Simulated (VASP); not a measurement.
An input for Quantum ESPRESSO's pw.x (written as the equivalent of a VASP run, and not itself run):

```
&CONTROL
  calculation = 'scf'
  pseudo_dir = './pseudo'
  outdir = './out'
  tprnfor = .true.
  tstress = .false.
/
&SYSTEM
  ibrav = 0
  nat = 2
  ntyp = 2
  ecutwfc = 70
  occupations = 'smearing'
  smearing = 'gaussian'
  degauss = 0.003675
  input_dft = 'hse'
  nqx1 = 4
  nqx2 = 4
  nqx3 = 4
  screening_parameter = 0.1058
/
&ELECTRONS
  conv_thr = 7.3e-08
  electron_maxstep = 60
/
ATOMIC_SPECIES
  Cs 132.905 Cs.upf
  I 126.904 I.upf
CELL_PARAMETERS angstrom
     4.6237404    0.0000000    0.0000000
     0.0000000    4.6237404    0.0000000
     0.0000000    0.0000000    4.6237404
ATOMIC_POSITIONS crystal
  Cs   0.0000000  0.0000000  0.0000000
  I    0.5000000  0.5000000  0.5000000
K_POINTS automatic
  4 4 4 0 0 0
```

Problem. Write the VASP files for the same calculation (HSE06).

Solution. One answer among several that fit: 
### INCAR
```
SYSTEM = CsI
PREC = Accurate; ENCUT = 520; LREAL = .False.
LASPH = .True.; ISYM = 3
EDIFF = 1E-6; NELM = 60; ALGO = Normal
LMAXMIX = 4
ISMEAR = 0; SIGMA = 0.05
GGA = PE; LHFCALC = .True.; AEXX = 0.25
HFSCREEN = 0.2; PRECFOCK = Fast
ISIF = 2
LWAVE = .False.; LCHARG = .False.
```

### POSCAR
```
CsI
9.2474810
  0.4999999909   0.0000000000   0.0000000000
  0.0000000000   0.4999999909   0.0000000000
  0.0000000000   0.0000000000   0.4999999909
Cs I
1 1
Cart
  0.0000000000   0.0000000000   0.0000000000
  0.2499999955   0.2499999955   0.2499999955
```

### KPOINTS
```
Automatic mesh
0
gamma
4 4 4
0 0 0
```

POTCAR, in this order: Cs_sv I (PBE.64 set). Program: vasp_std. Read from the step before: WAVECAR.

Limits of the translation: the potentials are each code's own (VASP's PAW set, PseudoDojo norm-conserving files in pw.x), so ENCUT and ecutwfc are chosen apart and not converted; conv_thr bounds pw.x's estimated SCF error, while EDIFF bounds the energy change between steps.

The compound is CsI in the CsCl type structure. This cell is one point of a volume scan, at 0.97 of the reference volume.
